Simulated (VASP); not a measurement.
Wanted: the native input for a VASP 6.6.1 run.

```yaml
Task: single point
Functional: PBE
Potentials_or_basis: VASP PAW PBE potentials, release 64 (Zr_sv, C)
Cutoff: 520 eV
k_mesh: 16 × 16 × 16
Occupations: fermi-dirac, width 0.15 eV
Spin: no spin polarisation
Dipole_correction: no
Further_INCAR_settings: ALGO = Normal; EDIFF = 1e-06; NBANDS = 15
```

The structure of ZrC lies in POSCAR:

```
ZrC
1.0
    0.0000000000      2.3545050691      2.3545050691
    2.3545050691      0.0000000000      2.3545050691
    2.3545050691      2.3545050691      0.0000000000
Zr C
1 1
Direct
    0.5000000000      0.5000000000      0.5000000000
    0.0000000000      0.0000000000      0.0000000000
```

The cell isn't the ideal one: cell and atoms relaxed tightly for response.

The input as run:

INCAR

```
SYSTEM = ZrC
PREC = Accurate
ENCUT = 520
EDIFF = 1E-6
ISMEAR = -1
SIGMA = 0.15
LREAL = .False.
LASPH = .True.
NELM = 100
ALGO = Normal
ISIF = 2
LWAVE = .False.
LCHARG = .False.
GGA = PE
NBANDS = 15
```

KPOINTS

```
Automatic mesh
0
Gamma
  16 16 16
  0 0 0
```

Potentials or basis: VASP PAW PBE potentials, release 64 (Zr_sv, C).

The run is started by

```bash
$ cat potpaw_PBE.64/Zr_sv/POTCAR potpaw_PBE.64/C/POTCAR > POTCAR
$ mpirun -np 1 vasp_std > vasp.out
```

It gave:

| Item | Value |
| --- | --- |
| Pressure | 0.2 GPa |
| Band gap on the k mesh | none (metal or under the smearing width) |

Wall time 40 s on 1 thread of Intel(R) Xeon(R) 6975P-C (Granite Rapids) (shared host), peak memory 0.2 GiB.
